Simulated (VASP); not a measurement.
Calculation: r2SCAN meta-GGA, VASP's PBE PAW potentials (set 64) (plane waves; VASP).

VASP input:

**KPOINTS**
```
Automatic mesh
0
Gamma
7 7 2
0 0 0
```

INCAR:
```
ALGO=Normal
EDIFF=1E-6
EDIFFG=-0.02
ENCUT=480
IBRION=2
ISIF=3
ISMEAR=0
LASPH=.True.
LCHARG=.False.
LMAXMIX=6
LMIXTAU=.True.
LREAL=.False.
LWAVE=.False.
METAGGA=R2SCAN
NELM=100
NSW=60
PREC=Accurate
SIGMA=0.05
SYSTEM=WS2
```

**POSCAR**
```
WS2
1.0
  3.1813153597   0.0000000000   0.0000000000
 -1.5906576799   2.7550998964   0.0000000000
  0.0000000000   0.0000000000  13.0366093594
W S
2 4
Cartesian
  1.5906592705   0.9183657138   9.7774570195
 -0.0000015907   1.8367341826   3.2591523398
  1.5906592705   0.9183657138   4.8201890849
 -0.0000015907   1.8367341826  11.3384937646
 -0.0000015907   1.8367341826   8.2164202745
  1.5906592705   0.9183657138   1.6981155948
```

POTCAR, in this order: W_sv S (PBE.64 set). Program: vasp_std.

The run wrote:

**OSZICAR**
```
       N       E                     dE             d eps       ncg     rms          rms(c)
DAV:   1     0.406807049193E+03    0.40681E+03   -0.28150E+04  1112   0.160E+03
DAV:   2    -0.121694449207E+03   -0.52850E+03   -0.51677E+03  1179   0.439E+02
DAV:   3    -0.154403387502E+03   -0.32709E+02   -0.32155E+02  1268   0.100E+02
DAV:   4    -0.155209519979E+03   -0.80613E+00   -0.80399E+00  1225   0.164E+01
DAV:   5    -0.155230490768E+03   -0.20971E-01   -0.20964E-01  1226   0.273E+00    0.401E+01
DAV:   6    -0.148165609365E+03    0.70649E+01   -0.12922E+01  1239   0.267E+01    0.168E+01
DAV:   7    -0.142425446379E+03    0.57402E+01   -0.29900E+00  1237   0.890E+00    0.490E+00
DAV:   8    -0.142957832719E+03   -0.53239E+00   -0.88042E-01  1334   0.692E+00    0.313E+00
DAV:   9    -0.140551709573E+03    0.24061E+01   -0.32115E-01  1055   0.410E+00    0.109E+00
DAV:  10    -0.140180634705E+03    0.37107E+00   -0.11607E-01  1161   0.248E+00    0.378E-01
DAV:  11    -0.139889502062E+03    0.29113E+00   -0.29596E-01  1063   0.358E+00    0.436E-01
DAV:  12    -0.139999520274E+03   -0.11002E+00   -0.41453E-02  1146   0.152E+00    0.340E-01
DAV:  13    -0.140153867545E+03   -0.15435E+00   -0.61373E-02  1055   0.164E+00    0.314E-01
DAV:  14    -0.140163276053E+03   -0.94085E-02   -0.20304E-02  1118   0.101E+00    0.857E-02
DAV:  15    -0.140165870413E+03   -0.25944E-02   -0.26173E-03  1188   0.339E-01    0.978E-02
DAV:  16    -0.140165221632E+03    0.64878E-03   -0.17170E-03  1167   0.259E-01    0.122E-01
DAV:  17    -0.140167903676E+03   -0.26820E-02   -0.10673E-03  1097   0.237E-01    0.837E-02
DAV:  18    -0.140167979037E+03   -0.75361E-04   -0.22280E-04  1268   0.102E-01    0.603E-02
DAV:  19    -0.140167964886E+03    0.14151E-04   -0.12021E-04  1195   0.633E-02    0.366E-02
DAV:  20    -0.140167972350E+03   -0.74645E-05   -0.11019E-04  1100   0.634E-02    0.230E-02
DAV:  21    -0.140167987418E+03   -0.15068E-04   -0.46356E-05  1087   0.448E-02    0.215E-02
DAV:  22    -0.140167987575E+03   -0.15745E-06   -0.15143E-05  1060   0.241E-02    0.179E-02
DAV:  23    -0.140167988025E+03   -0.44926E-06   -0.12071E-06   776   0.695E-03
   1 F= -.14016799E+03 E0= -.14016799E+03  d E =-.140168E+03
```

File OUTCAR:
```
------------------------ aborting loop because EDIFF is reached ----------------------------------------
  FORCE on cell =-STRESS in cart. coord.  units (eV):
  Direction    XX          YY          ZZ          XY          YZ          ZX
  --------------------------------------------------------------------------------------
  Total        0.0960324      0.0960324     -0.1002805     -0.0000000     -0.0000000     -0.0000000
  in kB        1.3465408      1.3465408     -1.4061072     -0.0000000     -0.0000000     -0.0000000
  external PRESSURE =       0.4289915 kB  Pullay stress =       0.0000000 kB
  volume of cell :      114.26
      direct lattice vectors                 reciprocal lattice vectors
     3.181315360  0.000000000  0.000000000     0.314335389  0.181481623  0.000000000
    -1.590657680  2.755099896  0.000000000     0.000000000  0.362963245  0.000000000
     0.000000000  0.000000000 13.036609359     0.000000000  0.000000000  0.076707062
 POSITION                                       TOTAL-FORCE (eV/Angst)
 -----------------------------------------------------------------------------------
      1.59066      0.91837      9.77746        -0.000000      0.000000      0.000000
     -0.00000      1.83673      3.25915         0.000000     -0.000000      0.000000
      1.59066      0.91837      4.82019        -0.000000     -0.000000     -0.014410
     -0.00000      1.83673     11.33849         0.000000     -0.000000     -0.014410
     -0.00000      1.83673      8.21642         0.000000      0.000000      0.014410
      1.59066      0.91837      1.69812         0.000000      0.000000      0.014410
 -----------------------------------------------------------------------------------
    total drift:                               -0.000929      0.000723     -0.000035
  FREE ENERGIE OF THE ION-ELECTRON SYSTEM (eV)
  ---------------------------------------------------
  free  energy   TOTEN  =      -140.1679880246 eV

  energy  without entropy=     -140.1679880246  energy(sigma->0) =     -140.16798802

 reached required accuracy - stopping structural energy minimisation
```
(Selected blocks of OUTCAR.)

File OUTCAR:
```
 val. band max:        6.3368649065   @ k =   0.0000   0.0000   0.0000

 cond. band min:       7.7806879213   @ k =   0.1429   0.1429   0.0000


 Fermi energy:         6.5950437158

 k-point     1 :       0.0000    0.0000    0.0000
  band No.  band energies     occupation
      1     -70.1527      2.00000
      2     -70.1527      2.00000
      3     -33.7391      2.00000
      4     -33.7391      2.00000
      5     -33.5856      2.00000
      6     -33.5856      2.00000
      7     -33.5856      2.00000
      8     -33.5856      2.00000
      9      -9.7315      2.00000
     10      -9.6222      2.00000
     11      -8.0559      2.00000
     12      -7.8397      2.00000
     13      -1.1587      2.00000
     14      -0.5130      2.00000
     15       2.7589      2.00000
     16       2.7589      2.00000
     17       2.7653      2.00000
     18       2.7653      2.00000
     19       2.8480      2.00000
     20       4.0331      2.00000
     21       4.0332      2.00000
     22       4.0562      2.00000
     23       4.0562      2.00000
     24       4.4551      2.00000
     25       5.4148      2.00000
     26       6.3369      2.00000
     27       8.8851      0.00000
     28       8.8858      0.00000
     29       8.8907      0.00000
     30       8.8922      0.00000
     31       8.9960      0.00000

 k-point     2 :       0.1429    0.0000    0.0000
  band No.  band energies     occupation
      1     -70.1491      2.00000
      2     -70.1491      2.00000
      3     -33.7264      2.00000
      4     -33.7264      2.00000
      5     -33.6543      2.00000
      6     -33.6543      2.00000
      7     -33.6015      2.00000
      8     -33.6015      2.00000
      9      -9.3899      2.00000
     10      -9.2814      2.00000
     11      -7.9243      2.00000
     12      -7.7278      2.00000
     13      -0.7603      2.00000
     14      -0.1200      2.00000
     15       1.9663      2.00000
     16       1.9879      2.00000
     17       2.2717      2.00000
...
```

Unless said otherwise, spin-orbit coupling is left out, though it shifts the bands of the heavy elements here.

The compound is WS2 in the 2H layered structure. It was relaxed first, which changed the volume by +8 %. The start is the result of an earlier pass.
